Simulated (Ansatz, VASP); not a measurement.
CsC in VASP and in Ansatz

```
CELL_PARAMETERS angstrom
4.46110 0.00000 0.00000
-2.23055 3.86343 0.00000
0.00000 0.00000 3.64617
ATOMIC_POSITIONS crystal
Cs 0.33333 0.66667 0.50000
C 0.00000 0.00000 0.00000
```

Alike in both runs: functional PBE; k mesh 15 × 15 × 14; occupations gaussian, width 0.1 eV; no spin polarisation.

Ansatz relaxed the structure, and its values are those at the end. VASP's run is a single point on that final structure, the one shown.

|  | VASP | Ansatz |
| --- | --- | --- |
| version | VASP 6.6.1 | Ansatz 0.2.0 |
| potentials or method | VASP PAW PBE potentials, release 64 (Cs_sv, C) | scalar-relativistic, plane waves, PAW |
| plane-wave cutoff (eV) | 520 | 420 |
| valence electrons in the cell | 13 | 13 |

Ansatz gave:

```
gap on the k mesh at the Fermi level (eV) : none
pressure (GPa)                            : 0.0
```

Q: What did VASP give for the same quantities?

A: gap on the k mesh at the Fermi level (eV): none; pressure (GPa): 0.1.

A gap of «none» marks a metal or a gap that the smearing closes. With one functional, cell and mesh, what is left measures potentials, basis and numerics.

The runs have no spin-orbit coupling, so splittings on Cs are missing.
